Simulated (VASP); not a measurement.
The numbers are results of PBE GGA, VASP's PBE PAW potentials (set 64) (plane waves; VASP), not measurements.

VASP input:

File KPOINTS:
```
kpoints
0
gamma
 5 5 5
```

**POSCAR**
```
Ti2Ag
1
    0.0000000000     3.9692580000     3.9692580000
    3.9692580000     0.0000000000     3.9692580000
    3.9692580000     3.9692580000     0.0000000000
Ti Ag
4 2
Direct
  0.1250000000   0.1250000000   0.1250000000
  0.6250000000   0.1250000000   0.1250000000
  0.1250000000   0.6250000000   0.1250000000
  0.1250000000   0.1250000000   0.6250000000
  0.7500000000   0.7500000000   0.7500000000
  0.5000000000   0.5000000000   0.5000000000
```

INCAR:
```
SYSTEM = Ti2Ag
PREC = Accurate
ENCUT = 300
EDIFF = 1E-6
NELM = 100
ALGO = Normal
LREAL = .FALSE.
LASPH = .TRUE.
ISMEAR = -1
SIGMA = 0.1
GGA = PE
LMAXMIX = 4
LWAVE = .FALSE.
LCHARG = .FALSE.
ISIF = 2
```

POTCAR, in this order: Ti_sv Ag (PBE.64 set). Program: vasp_std.

The run wrote:

### OSZICAR
```
       N       E                     dE             d eps       ncg     rms          rms(c)
DAV:   1     0.698524127692E+03    0.69852E+03   -0.26555E+04   848   0.138E+03
DAV:   2     0.530780431231E+02   -0.64545E+03   -0.63270E+03   850   0.461E+02
DAV:   3    -0.288065826279E+02   -0.81885E+02   -0.80203E+02  1414   0.143E+02
DAV:   4    -0.385151811365E+02   -0.97086E+01   -0.96040E+01  1248   0.419E+01
DAV:   5    -0.390485209050E+02   -0.53334E+00   -0.53251E+00  1280   0.914E+00    0.155E+01
DAV:   6    -0.344202719618E+02    0.46282E+01   -0.19514E+01  1048   0.308E+01    0.581E+00
DAV:   7    -0.343610190521E+02    0.59253E-01   -0.15323E+00  1160   0.679E+00    0.277E+00
DAV:   8    -0.343574873773E+02    0.35317E-02   -0.31685E-01  1066   0.345E+00    0.190E+00
DAV:   9    -0.343525791790E+02    0.49082E-02   -0.61720E-02  1048   0.152E+00    0.372E-01
DAV:  10    -0.343536278750E+02   -0.10487E-02   -0.12181E-02  1224   0.552E-01    0.154E-01
DAV:  11    -0.343534979981E+02    0.12988E-03   -0.28259E-03  1104   0.303E-01    0.287E-02
DAV:  12    -0.343534884266E+02    0.95715E-05   -0.11910E-04  1124   0.730E-02    0.211E-02
DAV:  13    -0.343534797449E+02    0.86817E-05   -0.14060E-05  1160   0.230E-02    0.218E-03
DAV:  14    -0.343534811802E+02   -0.14354E-05   -0.66535E-07   678   0.559E-03    0.142E-03
DAV:  15    -0.343534812755E+02   -0.95310E-07   -0.33039E-07   600   0.324E-03
   1 F= -.34353481E+02 E0= -.34185159E+02  d E =-.336644E+00
```

OUTCAR:
```
------------------------ aborting loop because EDIFF is reached ----------------------------------------
  FORCE on cell =-STRESS in cart. coord.  units (eV):
  Direction    XX          YY          ZZ          XY          YZ          ZX
  --------------------------------------------------------------------------------------
  Total       -8.8559608     -8.8559608     -8.8559608      0.0000000      0.0000000      0.0000000
  in kB     -113.4457646   -113.4457646   -113.4457646      0.0000000      0.0000000      0.0000000
  external PRESSURE =    -113.4457646 kB  Pullay stress =       0.0000000 kB
  volume of cell :      125.07
      direct lattice vectors                 reciprocal lattice vectors
     0.000000000  3.969258000  3.969258000    -0.125968128  0.125968128  0.125968128
     3.969258000  0.000000000  3.969258000     0.125968128 -0.125968128  0.125968128
     3.969258000  3.969258000  0.000000000     0.125968128  0.125968128 -0.125968128
 POSITION                                       TOTAL-FORCE (eV/Angst)
 -----------------------------------------------------------------------------------
      0.99231      0.99231      0.99231         0.000000      0.000000      0.000000
      0.99231      2.97694      2.97694        -0.000000      0.000000     -0.000000
      2.97694      0.99231      2.97694         0.000000      0.000000     -0.000000
      2.97694      2.97694      0.99231        -0.000000      0.000000     -0.000000
      5.95389      5.95389      5.95389        -0.000000      0.000000     -0.000000
      3.96926      3.96926      3.96926         0.000000     -0.000000      0.000000
 -----------------------------------------------------------------------------------
    total drift:                                0.000000      0.000000      0.000000
  FREE ENERGIE OF THE ION-ELECTRON SYSTEM (eV)
  ---------------------------------------------------
  free  energy   TOTEN  =       -34.3534812755 eV

  energy  without entropy=      -34.0168368191  energy(sigma->0) =      -34.18515905
```
(Selected blocks of OUTCAR.)

At this cut-off the stress carries a Pulay error, which pulls relaxed volumes low.

The structure was generated: Ti2Ag was put into an ordered model structure, which need not be its known phase. The cell was not relaxed at this level.
